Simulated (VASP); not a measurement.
Computed with PW91 GGA, VASP's PBE PAW potentials (set 64) (plane waves; VASP).

VASP input:

KPOINTS:
```
Automatic mesh
0
gamma
 7 7 7
```

**POSCAR**
```
SrVO3
1
    3.8607586656    -0.0000000000    -0.0000000000
   -0.0000000000     3.8607586656    -0.0000000000
    0.0000000000    -0.0000000000     3.8607586656
Sr V O
1 1 3
Direct
  0.0000000000   0.0000000000   0.0000000000
  0.5000000000   0.5000000000   0.5000000000
  0.5000000000   0.0000000000   0.5000000000
  0.0000000000   0.5000000000   0.5000000000
  0.5000000000   0.5000000000   0.0000000000
```

### INCAR
```
LCHARG = .FALSE.
LWAVE = .FALSE.
ISIF = 3
ISMEAR = 1   ! Methfessel-Paxton
GGA = 91   ! PW91
ALGO = Normal
PREC = Accurate
ENCUT = 520
SIGMA = 0.1   ! width (eV)
EDIFF = 1E-6   ! SCF stop (eV)
LMAXMIX = 4   ! l cut-off of mixed one-centre charges
SYSTEM = SrVO3
LASPH = .TRUE.   ! aspherical one-centre terms
IBRION = 2
NELM = 100
LREAL = .FALSE.   ! projection in real space or not
EDIFFG = -0.02
NSW = 60   ! most ionic steps
```

POTCAR, in this order: Sr_sv V_sv O (PBE.64 set). Program: vasp_std.

What VASP printed:

File OUTCAR:
```
 ion  position               nearest neighbor table
   1  0.000  0.000  0.000-   3 2.73   4 2.73   5 2.73   3 2.73   4 2.73   4 2.73   5 2.73   4 2.73
                             3 2.73   5 2.73   3 2.73   5 2.73   2 3.34   2 3.34   2 3.34   2 3.34
   2  0.500  0.500  0.500-   3 1.93   4 1.93   5 1.93   5 1.93   3 1.93   4 1.93   1 3.34   1 3.34
                             1 3.34   1 3.34   1 3.34   1 3.34   1 3.34   1 3.34
   3  0.500  0.000  0.500-   2 1.93   2 1.93   1 2.73   1 2.73   1 2.73   1 2.73
   4  0.000  0.500  0.500-   2 1.93   2 1.93   1 2.73   1 2.73   1 2.73   1 2.73
   5  0.500  0.500  0.000-   2 1.93   2 1.93   1 2.73   1 2.73   1 2.73   1 2.73
  LATTYP: Found a simple cubic cell.
 ALAT       =     3.8607586656
 Subroutine PRICEL returns:
 Original cell was already a primitive cell.
 Subroutine GETGRP returns: Found 48 space group operations
The static configuration has the point symmetry O_h .
The dynamic configuration has the point symmetry O_h .
 Subroutine INISYM returns: Found 48 space group operations
 Subroutine IBZKPT returns following result:
 Found     20 irreducible k-points:

 Following reciprocal coordinates:
            Coordinates               Weight
  0.000000  0.000000  0.000000      1.000000
  0.142857  0.000000  0.000000      6.000000
  0.285714  0.000000  0.000000      6.000000
  0.428571  0.000000  0.000000      6.000000
  0.142857  0.142857  0.000000     12.000000
  0.285714  0.142857  0.000000     24.000000
  0.428571  0.142857  0.000000     24.000000
  0.285714  0.285714  0.000000     12.000000
  0.428571  0.285714  0.000000     24.000000
  0.428571  0.428571  0.000000     12.000000
  0.142857  0.142857  0.142857      8.000000
  0.285714  0.142857  0.142857     24.000000
  0.428571  0.142857  0.142857     24.000000
  0.285714  0.285714  0.142857     24.000000
  0.428571  0.285714  0.142857     48.000000
  0.428571  0.428571  0.142857     24.000000
  0.285714  0.285714  0.285714      8.000000
  0.428571  0.285714  0.285714     24.000000
  0.428571  0.428571  0.285714     24.000000
...
```

### OSZICAR
```
       N       E                     dE             d eps       ncg     rms          rms(c)
DAV:   1     0.452460017915E+03    0.45246E+03   -0.24029E+04   960   0.178E+03
DAV:   2    -0.216215679222E+02   -0.47408E+03   -0.47013E+03  1216   0.490E+02
DAV:   3    -0.494375169297E+02   -0.27816E+02   -0.27640E+02  1008   0.126E+02
DAV:   4    -0.503354896352E+02   -0.89797E+00   -0.89829E+00  1656   0.201E+01
DAV:   5    -0.503434991561E+02   -0.80095E-02   -0.80099E-02  1136   0.147E+00    0.377E+01
DAV:   6    -0.415210314213E+02    0.88225E+01   -0.10119E+02  1320   0.747E+01    0.194E+01
DAV:   7    -0.404211520136E+02    0.10999E+01   -0.36400E+01  1128   0.537E+01    0.174E+01
DAV:   8    -0.396264070876E+02    0.79474E+00   -0.33496E+00  1064   0.164E+01    0.523E+00
DAV:   9    -0.396331241187E+02   -0.67170E-02   -0.75754E-01  1232   0.642E+00    0.228E+00
DAV:  10    -0.396116749959E+02    0.21449E-01   -0.45632E-01  1112   0.612E+00    0.110E+00
DAV:  11    -0.396008869539E+02    0.10788E-01   -0.81673E-02  1040   0.244E+00    0.309E-01
DAV:  12    -0.396006182572E+02    0.26870E-03   -0.41488E-03  1264   0.559E-01    0.102E-01
DAV:  13    -0.396005785038E+02    0.39753E-04   -0.24623E-04  1200   0.108E-01    0.500E-02
DAV:  14    -0.396005519196E+02    0.26584E-04   -0.28564E-04  1064   0.104E-01    0.204E-02
DAV:  15    -0.396005530199E+02   -0.11002E-05   -0.53289E-05  1096   0.651E-02    0.197E-02
DAV:  16    -0.396005507946E+02    0.22253E-05   -0.82610E-06   960   0.270E-02    0.522E-03
DAV:  17    -0.396005507446E+02    0.50009E-07   -0.55316E-07   520   0.591E-03
   1 F= -.39600551E+02 E0= -.39599526E+02  d E =-.396006E+02
```

File OUTCAR:
```
------------------------ aborting loop because EDIFF is reached ----------------------------------------
  FORCE on cell =-STRESS in cart. coord.  units (eV):
  Direction    XX          YY          ZZ          XY          YZ          ZX
  --------------------------------------------------------------------------------------
  Total       -0.0306103     -0.0306103     -0.0306103      0.0000000     -0.0000000      0.0000000
  in kB       -0.8522368     -0.8522368     -0.8522368      0.0000000     -0.0000000      0.0000000
  external PRESSURE =      -0.8522368 kB  Pullay stress =       0.0000000 kB
  volume of cell :       57.55
      direct lattice vectors                 reciprocal lattice vectors
     3.860758666  0.000000000  0.000000000     0.259016449  0.000000000  0.000000000
     0.000000000  3.860758666  0.000000000     0.000000000  0.259016449  0.000000000
     0.000000000  0.000000000  3.860758666     0.000000000  0.000000000  0.259016449
 POSITION                                       TOTAL-FORCE (eV/Angst)
 -----------------------------------------------------------------------------------
      0.00000      0.00000      0.00000         0.000000      0.000000      0.000000
      1.93038      1.93038      1.93038         0.000000      0.000000      0.000000
      1.93038      0.00000      1.93038         0.000000      0.000000      0.000000
      0.00000      1.93038      1.93038         0.000000      0.000000      0.000000
      1.93038      1.93038      0.00000         0.000000      0.000000      0.000000
 -----------------------------------------------------------------------------------
    total drift:                                0.000000      0.000000     -0.000000
  FREE ENERGIE OF THE ION-ELECTRON SYSTEM (eV)
  ---------------------------------------------------
  free  energy   TOTEN  =       -39.6005507446 eV

  energy  without entropy=      -39.5974761357  energy(sigma->0) =      -39.59952587

 reached required accuracy - stopping structural energy minimisation
```
(Selected blocks of OUTCAR.)

The compound is SrVO3 in the cubic perovskite structure. It was relaxed first. The start is the result of an earlier pass. The run is not spin-polarised, so no magnetic state was tried. The electron count is odd and the run is not spin-polarised, which forces a metal.
